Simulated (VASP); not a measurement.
These are PBEsol GGA, VASP's PBE PAW potentials (set 64) (plane waves; VASP) values and carry that method's errors.

VASP ran on this input.

File POSCAR:
```
Hf3ScN4
6.3376710
 -0.0002766998   0.7076921946   0.7065207474
  0.7076921946  -0.0002766998   0.7065207474
  0.3537077474   0.3537077474   0.0000000000
Sc N Hf
1 4 3
Cart
  0.3534310477   1.0613999420   0.7065207474
  0.3537077474   0.3537077474   0.3541152620
  0.7059622594   0.3551609828   0.7065207474
  0.3551609828   0.7059622594   0.7065207474
  0.7074154948   0.7074154948   1.0589262328
  0.7072771450   1.0612615921   1.0597811211
  0.3535693975   0.7075538447   0.3532603737
  0.7074154948   0.7074154948   0.7065207474
```

File KPOINTS:
```
Regular mesh
0
G
  7 7 13
```

INCAR:
```
SYSTEM = Hf3ScN4
PREC = Accurate
ENCUT = 520
EDIFF = 1E-7
NELM = 100
ALGO = Normal
LREAL = .FALSE.
LASPH = .TRUE.
ISMEAR = -5
GGA = PS
LMAXMIX = 6
LWAVE = .FALSE.
LCHARG = .TRUE.
LORBIT = 11
NEDOS = 601
ISIF = 2
LEFG = .TRUE.
```

POTCAR, in this order: Sc_sv N Hf_pv (PBE.64 set). Program: vasp_std.

Output

### OSZICAR
```
       N       E                     dE             d eps       ncg     rms          rms(c)
DAV:   1     0.617318408410E+03    0.61732E+03   -0.30608E+04 13272   0.175E+03
DAV:   2    -0.274680307673E+01   -0.62007E+03   -0.60867E+03 13952   0.544E+02
DAV:   3    -0.966405300582E+02   -0.93894E+02   -0.91156E+02 18920   0.150E+02
DAV:   4    -0.100973212702E+03   -0.43327E+01   -0.42762E+01 20216   0.381E+01
DAV:   5    -0.101053212503E+03   -0.80000E-01   -0.78564E-01 18308   0.413E+00    0.937E+01
DAV:   6    -0.890876765442E+02    0.11966E+02   -0.78491E+01 17920   0.434E+01    0.740E+01
DAV:   7    -0.888672794856E+02    0.22040E+00   -0.67651E+00 19840   0.162E+01    0.399E+01
DAV:   8    -0.887888118311E+02    0.78468E-01   -0.14755E+00 19136   0.104E+01    0.947E+00
DAV:   9    -0.887220828729E+02    0.66729E-01   -0.54126E-01 19208   0.597E+00    0.265E+00
DAV:  10    -0.887173572156E+02    0.47257E-02   -0.34078E-02 18580   0.116E+00    0.145E+00
DAV:  11    -0.887168236455E+02    0.53357E-03   -0.44624E-03 18408   0.372E-01    0.815E-02
DAV:  12    -0.887168141216E+02    0.95240E-05   -0.32952E-04 18236   0.139E-01    0.817E-02
DAV:  13    -0.887168137960E+02    0.32555E-06   -0.27221E-05 19976   0.448E-02    0.291E-02
DAV:  14    -0.887168134529E+02    0.34316E-06   -0.18841E-06 18060   0.952E-03    0.459E-03
DAV:  15    -0.887168129818E+02    0.47109E-06   -0.42052E-07 15008   0.415E-03    0.170E-03
DAV:  16    -0.887168127226E+02    0.25920E-06   -0.10833E-07  9176   0.264E-03    0.278E-03
DAV:  17    -0.887168127927E+02   -0.70061E-07   -0.35495E-08  8992   0.193E-03
   1 F= -.88716813E+02 E0= -.88716813E+02  d E =0.000000E+00
```

### OUTCAR
```
------------------------ aborting loop because EDIFF is reached ----------------------------------------
  FORCE on cell =-STRESS in cart. coord.  units (eV):
  Direction    XX          YY          ZZ          XY          YZ          ZX
  --------------------------------------------------------------------------------------
  Total       -0.1137006     -0.1137006      0.2914340      0.0687383     -0.0000000     -0.0000000
  in kB       -2.0224173     -2.0224173      5.1837972      1.2226624     -0.0000000     -0.0000000
  external PRESSURE =       0.3796542 kB  Pullay stress =       0.0000000 kB
  volume of cell :       90.07
      direct lattice vectors                 reciprocal lattice vectors
    -0.001753632  4.485120299  4.477696052    -0.111436160  0.111436160  0.111664569
     4.485120299 -0.001753632  4.477696052     0.111436160 -0.111436160  0.111664569
     2.241683333  2.241683333  0.000000000     0.223046669  0.223046669 -0.223329138
 POSITION                                       TOTAL-FORCE (eV/Angst)
 -----------------------------------------------------------------------------------
      0.00000      0.00000      0.00000         0.000000      0.000000     -0.000000
      2.24168      2.24168      2.24427         0.000000      0.000000     -0.019489
      4.47416      2.25089      4.47770         0.000017     -0.000017      0.000000
      2.25089      4.47416      4.47770        -0.000017      0.000017      0.000000
      4.48337      4.48337      6.71113        -0.000000     -0.000000      0.019489
      2.24256     -0.00088      2.23885         0.000000      0.000000      0.000000
     -0.00088      2.24256      2.23885        -0.000000      0.000000     -0.000000
      2.24168      2.24168      4.47770        -0.000000      0.000000     -0.000000
 -----------------------------------------------------------------------------------
    total drift:                               -0.000000     -0.000000      0.000000
  FREE ENERGIE OF THE ION-ELECTRON SYSTEM (eV)
  ---------------------------------------------------
  free  energy   TOTEN  =       -88.7168127927 eV

  energy  without entropy=      -88.7168127927  energy(sigma->0) =      -88.71681279

 total charge

# of ion       s       p       d       tot
------------------------------------------
    1        2.196   6.247   1.281   9.724
    2        1.230   2.503   0.000   3.734
    3        1.232   2.493   0.000   3.725
    4        1.232   2.493   0.000   3.725
    5        1.230   2.503   0.000   3.734
    6        0.303   6.616   1.767   8.686
    7        0.303   6.616   1.767   8.686
    8        0.310   6.644   1.789   8.743
--------------------------------------------------
tot          8.037  36.116   6.605  50.758
```
(Selected blocks of OUTCAR.)

For a metal the tetrahedron method with Blöchl corrections gives inexact stress and forces.

The structure was generated: Hf3ScN4 was put into an ordered model structure (Cmmm), which need not be its known phase. It was relaxed first. The electron count is odd and the run is not spin-polarised, which forces a metal.
